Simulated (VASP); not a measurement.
A convergence study with VASP on Re (hcp): one setting is varied, all else stays as given below, so the limit is that of these other settings. Each run relaxes cell and ions from the cell shown. The basis is that of the starting cell, so low cut-offs carry a Pulay error.

```yaml
crystal:
  lattice:
    - [1.38000, -2.39023, 0.00000]
    - [1.38000, 2.39023, 0.00000]
    - [0.00000, 0.00000, 4.46000]
  atoms:
    - { symbol: Re, position: [0.33333, 0.66667, 0.25000] }
    - { symbol: Re, position: [0.66667, 0.33333, 0.75000] }
```

Computed with PBE GGA, VASP's PBE PAW potentials (set 64) (plane waves; VASP). The tightest run used: 700 eV cut-off, 13×13×7 Γ-centred mesh, first-order Methfessel-Paxton smearing of 0.10 eV, potentials Re.

The settings run are ENCUT = 200; ENCUT = 250; ENCUT = 300; ENCUT = 350; ENCUT = 400; ENCUT = 450; ENCUT = 500; ENCUT = 600; ENCUT = 650; ENCUT = 700. From which on does the relaxed volume stay within 0.1 Å³/atom of the tightest run?

From ENCUT = 250 on: it is off by 0.069 there and by no more than 0.1 in any finer run, while ENCUT = 200 is off by 0.534.
```json
[
 {"setting": "ENCUT = 200", "relaxed volume (Å³/atom)": "14.395", "E (eV/atom)": "-12.3783", "plane waves": "197", "difference judged (Å³/atom)": "0.534"},
 {"setting": "ENCUT = 250", "relaxed volume (Å³/atom)": "14.859", "E (eV/atom)": "-12.3868", "plane waves": "282", "difference judged (Å³/atom)": "0.069"},
 {"setting": "ENCUT = 300", "relaxed volume (Å³/atom)": "14.845", "E (eV/atom)": "-12.4054", "plane waves": "356", "difference judged (Å³/atom)": "0.083"},
 {"setting": "ENCUT = 350", "relaxed volume (Å³/atom)": "14.890", "E (eV/atom)": "-12.4194", "plane waves": "452", "difference judged (Å³/atom)": "0.039"},
 {"setting": "ENCUT = 400", "relaxed volume (Å³/atom)": "14.922", "E (eV/atom)": "-12.4239", "plane waves": "553", "difference judged (Å³/atom)": "0.007"},
 {"setting": "ENCUT = 450", "relaxed volume (Å³/atom)": "14.926", "E (eV/atom)": "-12.4243", "plane waves": "652", "difference judged (Å³/atom)": "0.002"},
 {"setting": "ENCUT = 500", "relaxed volume (Å³/atom)": "14.923", "E (eV/atom)": "-12.4247", "plane waves": "768", "difference judged (Å³/atom)": "0.006"},
 {"setting": "ENCUT = 600", "relaxed volume (Å³/atom)": "14.927", "E (eV/atom)": "-12.4263", "plane waves": "1007", "difference judged (Å³/atom)": "0.002"},
 {"setting": "ENCUT = 650", "relaxed volume (Å³/atom)": "14.928", "E (eV/atom)": "-12.4265", "plane waves": "1117", "difference judged (Å³/atom)": "0.000"},
 {"setting": "ENCUT = 700", "relaxed volume (Å³/atom)": "14.928", "E (eV/atom)": "-12.4265", "plane waves": "1259", "difference judged (Å³/atom)": "0.000"}
]
```

Left out are rungs that failed or repeat a setting and relaxations that didn't move; long series are thinned to 24 rows.

The compound is Re in the hcp structure.
